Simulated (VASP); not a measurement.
OSZICAR of a VASP run on NiSb (NiAs type):

OSZICAR:
```
       N       E                     dE             d eps       ncg     rms          rms(c)
DAV:   1     0.176616204499E+03    0.17662E+03   -0.12613E+04  1824   0.161E+03
DAV:   2    -0.427694414776E+01   -0.18089E+03   -0.17591E+03  1842   0.319E+02
DAV:   3    -0.133654324972E+02   -0.90885E+01   -0.87764E+01  2056   0.883E+01
DAV:   4    -0.136308367088E+02   -0.26540E+00   -0.26401E+00  2041   0.141E+01
DAV:   5    -0.136401805303E+02   -0.93438E-02   -0.93423E-02  2224   0.281E+00    0.125E+01
DAV:   6    -0.164127770768E+02   -0.27726E+01   -0.34504E+01  1982   0.106E+02    0.173E+01
DAV:   7    -0.123222336630E+02    0.40905E+01   -0.12976E+01  1997   0.742E+01    0.346E+00
DAV:   8    -0.123706196761E+02   -0.48386E-01   -0.15501E+00  2487   0.115E+01    0.259E+00
DAV:   9    -0.123140054334E+02    0.56614E-01   -0.25279E-01  2047   0.844E+00    0.581E-01
DAV:  10    -0.123145398302E+02   -0.53440E-03   -0.73487E-03  1979   0.845E-01    0.463E-01
DAV:  11    -0.123141231232E+02    0.41671E-03   -0.73549E-04  2084   0.235E-01    0.140E-01
DAV:  12    -0.123139394396E+02    0.18368E-03   -0.58279E-04  2612   0.397E-01    0.364E-02
DAV:  13    -0.123139436763E+02   -0.42367E-05   -0.61825E-05  1932   0.595E-02    0.283E-02
DAV:  14    -0.123139430964E+02    0.57991E-06   -0.21209E-06  2342   0.131E-02    0.566E-03
DAV:  15    -0.123139429708E+02    0.12554E-06   -0.28616E-07  1640   0.445E-03    0.194E-03
DAV:  16    -0.123139428044E+02    0.16646E-06   -0.47032E-08  1020   0.291E-03    0.655E-04
DAV:  17    -0.123139427880E+02    0.16418E-07   -0.39764E-08   993   0.215E-03
   1 F= -.12313943E+02 E0= -.12313529E+02  d E =-.123139E+02
       N       E                     dE             d eps       ncg     rms          rms(c)
DAV:   1    -0.123143715839E+02   -0.42878E-03   -0.99302E-03  1887   0.806E-01    0.124E-01
DAV:   2    -0.123142041999E+02    0.16738E-03   -0.59212E-04  2382   0.438E-01    0.914E-02
DAV:   3    -0.123141524073E+02    0.51793E-04   -0.65209E-04  2007   0.485E-01    0.724E-02
DAV:   4    -0.123140742192E+02    0.78188E-04   -0.16273E-04  2307   0.224E-01    0.783E-03
DAV:   5    -0.123140747491E+02   -0.52989E-06   -0.18093E-05  1955   0.552E-02    0.476E-03
DAV:   6    -0.123140745834E+02    0.16572E-06   -0.81557E-07  2493   0.128E-02    0.260E-03
DAV:   7    -0.123140745505E+02    0.32876E-07   -0.75910E-08  1002   0.271E-03
   2 F= -.12314075E+02 E0= -.12313671E+02  d E =-.131763E-03
       N       E                     dE             d eps       ncg     rms          rms(c)
DAV:   1    -0.123142948178E+02   -0.22023E-03   -0.66050E-03  1887   0.657E-01    0.101E-01
DAV:   2    -0.123141844957E+02    0.11032E-03   -0.40306E-04  2357   0.362E-01    0.753E-02
DAV:   3    -0.123141486522E+02    0.35843E-04   -0.43879E-04  2010   0.398E-01    0.588E-02
DAV:   4    -0.123140969589E+02    0.51693E-04   -0.10671E-04  2320   0.181E-01    0.652E-03
DAV:   5    -0.123140972978E+02   -0.33893E-06   -0.12050E-05  1949   0.453E-02    0.393E-03
DAV:   6    -0.123140971798E+02    0.11803E-06   -0.55053E-07  2084   0.108E-02    0.204E-03
DAV:   7    -0.123140971553E+02    0.24510E-07   -0.67104E-08   975   0.241E-03
   3 F= -.12314097E+02 E0= -.12313701E+02  d E =-.154367E-03
```

Problem. Which electronic solver shows in the log?

Solution. It is blocked Davidson (ALGO = Normal, or the opening steps of other solvers). The INCAR had ALGO = Normal.

Problem. How was spin treated?

Solution. Without spin polarisation: there is no mag entry.

Problem. Can the final energy be trusted as converged?

Solution. Self-consistency was reached. It stopped with EDIFF = 1E-7, NELM = 100, NSW = 30 and EDIFFG = -0.01 after 3 ionic steps (rev-vdW-DF2, plane waves, VASP's PBE PAW potentials (set 64)).

The compound is NiSb in the NiAs type structure. This cell is one point of a volume scan, at 1.03 of the reference volume. Symmetry was kept, so distortions that lower it aren't found. The run is not spin-polarised, so no magnetic state was tried.
